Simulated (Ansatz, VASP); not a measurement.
# SrInH3 in two plane-wave programs, part 2 of 3

One calculation is typed for both programs; each brings its own data sets. How far apart do they land? The cell is generated by rule, not measured, and may not be a known phase. The cell is taken from a series of runs on this material, whose earlier steps may have relaxed, scaled, displaced or heated it; both programs get it as it stands.

VASP 6.6.1 and Ansatz 0.2.0.

So far: Set-up; Ansatz: zone-centre phonons, PBEsol.

## (3) VASP: zone-centre phonons, PBEsol

Level of this step: PBEsol; plane waves and PAW (Sr_sv, In_d, H); invented cell (VASP).

The same cell, functional, mesh and smearing now go to VASP, with its own data sets.

Lines of VASP's logs that name or quote its potential files are left out, and so is its time.

INCAR reads:

```
SYSTEM = SrInH3
PREC = Accurate
ENCUT = 500
EDIFF = 1E-08
NELM = 120
ISMEAR = 1
SIGMA = 0.2
LREAL = .FALSE.
ALGO = Normal
GGA = PS
NBANDS = 19
LORBIT = 11
LWAVE = .FALSE.
LCHARG = .FALSE.
ISIF = 2
IBRION = 8
LASPH = .TRUE.
GGA_COMPAT = .FALSE.
KPAR = 2
```

POSCAR reads:

```
SrInH3
1.0
    4.5588293840      0.0000000000      0.0000000000
    0.0000000000      4.5588293840      0.0000000000
    0.0000000000      0.0000000000      4.5588293840
Sr In H
1 1 3
Direct
    0.5000000000      0.5000000000      0.5000000000
    0.0000000000      0.0000000000      0.0000000000
    0.0000000000      0.5000000000      0.5000000000
    0.5000000000      0.5000000000      0.0000000000
    0.5000000000      0.0000000000      0.5000000000
```

KPOINTS reads:

```
Automatic mesh
0
Gamma
8 8 8
0 0 0
```

Potentials, in the order of the species: Sr_sv, In_d and H (PBE family, release 64).

Run with:

```bash
$ mpirun -np 2 vasp_std
```

The program printed:

```text
[banner, memory and clock lines left out]
running    2 mpi-ranks, on    1 nodes
 distrk:  each k-point on    1 cores,    2 groups
 distr:  one band on    1 cores,    1 groups

 POSCAR found type information on POSCAR SrInH
 POSCAR found :  3 types and       5 ions
|                                                                             |
|               ----> ADVICE to this user running VASP <----                  |
|                                                                             |
|     You enforced a specific xc type in the INCAR file but a different       |
|     [... a line on the potential file left out ...]
|     I HOPE YOU KNOW WHAT YOU ARE DOING!                                     |
|                                                                             |

 LDA part: xc-table for (Slater+PW92), standard interpolation
 POSCAR, INCAR and KPOINTS ok, starting setup
 FFT: planning ... GRIDC
 FFT: planning ... GRID_SOFT
 FFT: planning ... GRID
 WAVECAR not read
 entering main loop
       N       E                     dE             d eps       ncg     rms          rms(c)
DAV:   1     0.187155245349E+03    0.18716E+03   -0.11839E+04  1338   0.130E+03
DAV:   2     0.139817420772E+01   -0.18576E+03   -0.18022E+03  1379   0.331E+02
DAV:   3    -0.150626242568E+02   -0.16461E+02   -0.16361E+02  1999   0.101E+02
DAV:   4    -0.162263806794E+02   -0.11638E+01   -0.11611E+01  2062   0.172E+01
DAV:   5    -0.162681434936E+02   -0.41763E-01   -0.41748E-01  1946   0.300E+00    0.260E+01
DAV:   6    -0.145723190699E+02    0.16958E+01   -0.23686E+00  1706   0.850E+00    0.150E+01
DAV:   7    -0.142784044692E+02    0.29391E+00   -0.33222E+00  1723   0.645E+00    0.170E+00
DAV:   8    -0.142566700818E+02    0.21734E-01   -0.79218E-01  1521   0.466E+00    0.198E+00
DAV:   9    -0.142375082984E+02    0.19162E-01   -0.92626E-02  1567   0.156E+00    0.335E-01
DAV:  10    -0.142381815066E+02   -0.67321E-03   -0.80477E-03  1667   0.483E-01    0.260E-01
DAV:  11    -0.142381633792E+02    0.18127E-04   -0.13784E-03  1703   0.259E-01    0.884E-02
DAV:  12    -0.142381755205E+02   -0.12141E-04   -0.64680E-05  1863   0.441E-02    0.336E-02
DAV:  13    -0.142381782587E+02   -0.27382E-05   -0.12176E-05  1714   0.282E-02    0.381E-03
DAV:  14    -0.142381782146E+02    0.44166E-07   -0.53630E-07  1983   0.375E-03    0.920E-03
DAV:  15    -0.142381781543E+02    0.60305E-07   -0.12077E-07  1613   0.219E-03    0.304E-03
DAV:  16    -0.142381781000E+02    0.54240E-07   -0.24766E-08  1274   0.104E-03    0.101E-03
DAV:  17    -0.142381781058E+02   -0.57898E-08   -0.10886E-09   905   0.290E-04
   1 F= -.14238178E+02 E0= -.14238619E+02  d E =0.132299E-02
 Linear response reoptimize wavefunctions to high precision
DAV:   1    -0.142381781009E+02    0.49354E-08   -0.24305E-09  1090   0.558E-04
DAV:   2    -0.142381781008E+02    0.56389E-10   -0.28655E-10   890   0.129E-04
 Linear response DOF=           4
 Linear response progress:
  Degree of freedom:   1/  4
       N       E                     dE             d eps       ncg     rms          rms(c)
RMM:   1    -0.299605300818E+00   -0.29961E+00    0.87929E-01  4445   0.359E+00
RMM:   2    -0.300936608749E+00   -0.13313E-02   -0.45075E-02  5614   0.739E-01    0.201E-01
RMM:   3    -0.301799497544E+00   -0.86289E-03   -0.30471E-03  5833   0.256E-01    0.171E-01
RMM:   4    -0.301879396148E+00   -0.79899E-04   -0.64870E-04  6074   0.125E-01    0.673E-02
RMM:   5    -0.302104581672E+00   -0.22519E-03   -0.91616E-05  6362   0.419E-02    0.221E-02
RMM:   6    -0.302212226118E+00   -0.10764E-03   -0.20951E-05  6438   0.185E-02    0.505E-03
RMM:   7    -0.302185185901E+00    0.27040E-04   -0.66565E-06  6335   0.799E-03    0.197E-03
RMM:   8    -0.302185480643E+00   -0.29474E-06   -0.22593E-06  6607   0.364E-03    0.647E-04
RMM:   9    -0.302183274207E+00    0.22064E-05   -0.12381E-06  7011   0.204E-03    0.610E-04
RMM:  10    -0.302181182352E+00    0.20919E-05   -0.24559E-07  6484   0.129E-03    0.240E-04
RMM:  11    -0.302180593331E+00    0.58902E-06   -0.20607E-07  6807   0.880E-04    0.243E-05
RMM:  12    -0.302180479178E+00    0.11415E-06   -0.31669E-06  7070   0.638E-04    0.222E-05
RMM:  13    -0.302180429741E+00    0.49437E-07   -0.34181E-06  6898   0.503E-04    0.168E-05
RMM:  14    -0.302180286195E+00    0.14355E-06   -0.13526E-06  6466   0.422E-04    0.177E-05
RMM:  15    -0.302180444610E+00   -0.15841E-06   -0.13504E-06  6457   0.371E-04    0.757E-06
RMM:  16    -0.302180444298E+00    0.31207E-09   -0.68703E-07  6737   0.333E-04    0.707E-06
RMM:  17    -0.302180446643E+00   -0.23451E-08   -0.43694E-07  6174   0.310E-04    0.102E-05
RMM:  18    -0.302180458210E+00   -0.11567E-07   -0.30927E-07  5950   0.294E-04    0.106E-05
RMM:  19    -0.302180458358E+00   -0.14760E-09   -0.34275E-07  5560   0.283E-04    0.116E-05
RMM:  20    -0.302180462225E+00   -0.38671E-08   -0.11324E-07  5866   0.276E-04    0.126E-05
RMM:  21    -0.302180456294E+00    0.59311E-08   -0.23313E-07  5606   0.270E-04    0.125E-05
 first order change of Fermi-energy   0.19492E-04
 force on displaced ion       1 direction 1 :  -6.447  -0.000  -0.000
 Linear response progress:
  Degree of freedom:   2/  4
       N       E                     dE             d eps       ncg     rms          rms(c)
RMM:   1    -0.237344999602E+00   -0.23734E+00   -0.22175E-01  3840   0.318E+00
RMM:   2    -0.239500965334E+00   -0.21560E-02   -0.71944E-03  4532   0.568E-01    0.647E-02
RMM:   3    -0.239373890979E+00    0.12707E-03   -0.71695E-04  5142   0.164E-01    0.260E-02
RMM:   4    -0.239248035397E+00    0.12586E-03   -0.59125E-05  5603   0.513E-02    0.159E-02
RMM:   5    -0.239189918665E+00    0.58117E-04   -0.94296E-06  5540   0.184E-02    0.447E-03
RMM:   6    -0.239185121776E+00    0.47969E-05   -0.21442E-06  5920   0.706E-03    0.149E-03
RMM:   7    -0.239191585271E+00   -0.64635E-05   -0.67759E-07  6142   0.318E-03    0.436E-04
RMM:   8    -0.239190190534E+00    0.13947E-05   -0.27992E-07  6240   0.158E-03    0.188E-04
RMM:   9    -0.239189867219E+00    0.32331E-06    0.16243E-08  6597   0.870E-04    0.923E-05
RMM:  10    -0.239189049665E+00    0.81755E-06    0.12489E-07  6596   0.529E-04    0.604E-05
RMM:  11    -0.239189496211E+00   -0.44655E-06    0.14283E-08  6601   0.362E-04    0.400E-05
RMM:  12    -0.239189512721E+00   -0.16510E-07    0.13665E-07  6825   0.269E-04    0.293E-05
RMM:  13    -0.239189573402E+00   -0.60681E-07   -0.12840E-08  6707   0.215E-04    0.196E-05
RMM:  14    -0.239189589946E+00   -0.16544E-07    0.54134E-08  6608   0.188E-04    0.142E-05
RMM:  15    -0.239189557055E+00    0.32891E-07   -0.14788E-08  6502   0.171E-04    0.684E-06
RMM:  16    -0.239189561323E+00   -0.42675E-08    0.16870E-08  6445   0.159E-04    0.879E-06
 first order change of Fermi-energy   0.12016E-03
 force on displaced ion       2 direction 1 :   0.531  -0.000   0.000
 Linear response progress:
  Degree of freedom:   3/  4
       N       E                     dE             d eps       ncg     rms          rms(c)
RMM:   1    -0.158613433923E-01   -0.15861E-01    0.48399E-03  5530   0.394E-01
RMM:   2    -0.159770355146E-01   -0.11569E-03   -0.84445E-04  5712   0.700E-02    0.344E-01
RMM:   3    -0.163387172195E-01   -0.36168E-03   -0.25909E-04  5284   0.484E-02    0.184E-01
RMM:   4    -0.169657532307E-01   -0.62704E-03   -0.13015E-04  5115   0.391E-02    0.939E-03
RMM:   5    -0.170568780531E-01   -0.91125E-04   -0.21857E-05  5863   0.146E-02    0.393E-03
RMM:   6    -0.170695100727E-01   -0.12632E-04   -0.46725E-06  6065   0.552E-03    0.356E-03
RMM:   7    -0.170699635921E-01   -0.45352E-06   -0.92126E-07  5910   0.263E-03    0.220E-03
RMM:   8    -0.170739373419E-01   -0.39737E-05    0.94058E-08  6122   0.145E-03    0.376E-04
RMM:   9    -0.170742852007E-01   -0.34786E-06   -0.95721E-07  6391   0.727E-04    0.391E-04
RMM:  10    -0.170753967830E-01   -0.11116E-05    0.54900E-07  5743   0.501E-04    0.376E-04
RMM:  11    -0.170742037290E-01    0.11931E-05   -0.46643E-07  5768   0.320E-04    0.189E-04
RMM:  12    -0.170744127655E-01   -0.20904E-06    0.23683E-07  6538   0.197E-04    0.805E-05
RMM:  13    -0.170744221321E-01   -0.93666E-08   -0.19241E-07  6721   0.129E-04    0.102E-04
RMM:  14    -0.170745165419E-01   -0.94410E-07    0.10285E-07  5901   0.954E-05    0.545E-05
RMM:  15    -0.170746083031E-01   -0.91761E-07   -0.70157E-08  5851   0.775E-05    0.108E-05
RMM:  16    -0.170746314221E-01   -0.23119E-07    0.61836E-08  5915   0.594E-05    0.513E-06
RMM:  17    -0.170746320726E-01   -0.65051E-09   -0.22762E-08  4986   0.514E-05    0.475E-06
 first order change of Fermi-energy  -0.10938E-03
 force on displaced ion       3 direction 1 :  -6.388  -0.000   0.000
 Linear response progress:
  Degree of freedom:   4/  4
       N       E                     dE             d eps       ncg     rms          rms(c)
RMM:   1    -0.162233710508E-01   -0.16223E-01   -0.10421E-02  8382   0.313E-01
RMM:   2    -0.159906845234E-01    0.23269E-03   -0.38681E-04  8850   0.852E-02    0.116E-01
RMM:   3    -0.163094122798E-01   -0.31873E-03   -0.11962E-04  8156   0.435E-02    0.584E-02
RMM:   4    -0.169351435207E-01   -0.62573E-03   -0.11428E-04  8443   0.381E-02    0.842E-03
RMM:   5    -0.170177657682E-01   -0.82622E-04   -0.68295E-06  9336   0.131E-02    0.489E-03
RMM:   6    -0.170103952914E-01    0.73705E-05   -0.12724E-06  9902   0.441E-03    0.202E-03
RMM:   7    -0.170099929887E-01    0.40230E-06   -0.34778E-07  9894   0.194E-03    0.262E-04
RMM:   8    -0.170108662393E-01   -0.87325E-06   -0.13425E-07 10970   0.854E-04    0.185E-04
RMM:   9    -0.170107073517E-01    0.15889E-06   -0.73112E-08 10960   0.402E-04    0.608E-05
RMM:  10    -0.170106309538E-01    0.76398E-07   -0.34344E-08 11472   0.200E-04    0.297E-05
RMM:  11    -0.170106226922E-01    0.82616E-08   -0.16046E-07 11208   0.118E-04    0.123E-05
RMM:  12    -0.170106174867E-01    0.52054E-08    0.18950E-08 11658   0.793E-05    0.349E-06
 first order change of Fermi-energy   0.59806E-05
 force on displaced ion       3 direction 2 :   0.000   0.826   0.000
 Linear response finished
```

(Continued in part 3 of 3.)

[Lines on the potential files, build, host, timing and source positions are cut from VASP's logs without a mark.]

[Logs are printed without paths, hosts, clocks, repeated set-up lines and the standing remarks that a program may print on its own settings, such as how far it seeks lower states.]

[Hosts, paths, dates, database ids (printed as entryN), source tags and the programs' standing remarks are cut or masked in the printed files.]
